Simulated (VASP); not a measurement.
Given:

```
CELL_PARAMETERS angstrom
      0.00000     2.26000     2.26000
      2.26000     0.00000     2.26000
      2.26000     2.26000     0.00000
ATOMIC_POSITIONS crystal
  Hf 0.00000 0.00000 0.00000
  N  0.50000 0.50000 0.50000
```

These are SCAN meta-GGA, VASP's PBE PAW potentials (set 64) (plane waves; VASP 6.6.1) values and carry that method's errors. Numerical set-up: 520 eV cut-off, 13×13×13 Γ-centred mesh, first-order Methfessel-Paxton smearing of 0.10 eV, potentials Hf_pv N.

Question: The ions, cell shape and volume are relaxed. Which structure does the run end with?

Answer: 
```
CELL_PARAMETERS angstrom
      0.00000     2.24683     2.24683
      2.24683     0.00000     2.24683
      2.24683     2.24683     0.00000
ATOMIC_POSITIONS crystal
  Hf 0.00000 0.00000 0.00000
  N  0.50000 0.50000 0.50000
```
Space group Fm-3m (225), at a tolerance of 0.03 Å.

Question: How do energy and volume change from the first to the last step?

Answer: The energy (σ→0) changes by -3.3 meV/atom and the volume by -1.7 %, in 3 ionic steps.

The compound is HfN in the rock salt structure. This run relaxes it. Symmetry was kept, so distortions that lower it aren't found. The electron count is odd and the run is not spin-polarised, which forces a metal.
